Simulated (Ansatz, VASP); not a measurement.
Two plane-wave programs on CoC

```xyz
2
Lattice="2.3579 0.0000 0.0000 0.0000 2.3579 0.0000 0.0000 0.0000 2.3579" Properties=species:S:1:pos:R:3 pbc="T T T"
Co    0.0000    0.0000    0.0000
C     1.1789    1.1789    1.1789
```

Change from the starting cell: volume scaled by 0.88, PAW files.

Alike in both runs: task single point; functional PBEsol; k mesh 14 × 14 × 14; occupations fermi-dirac, width 0.05 eV; collinear spin.

```csv
,VASP,Ansatz
version,VASP 6.6.1,Ansatz 0.2.0
potentials or method,"VASP PAW PBE potentials, release 64 (Co, C)","PAW with Ansatz's default frozen-core files, scalar-relativistic"
plane-wave cutoff (eV),520,420
valence electrons in the cell,13,21
```

|  | VASP | Ansatz | Ansatz less VASP |
| --- | --- | --- | --- |
| pressure (GPa) | 57.0 | 56.7 | -0.34 |
| net moment per atom (μB) | 0.36 | 0.37 | +0.002 |
| size of the moment on the site where the two differ most (μB) | 0.64 | 0.64 | +0.009 |

Site moments also hang on the region over which each program counts them. The two sets of potentials don't hold the same shells in valence.

Caveats: so large a pressure means that the cell lies far from this level's equilibrium, or that cutoff or potentials fall short (VASP); the potentials were made for another functional, which shifts forces and pressure (VASP).
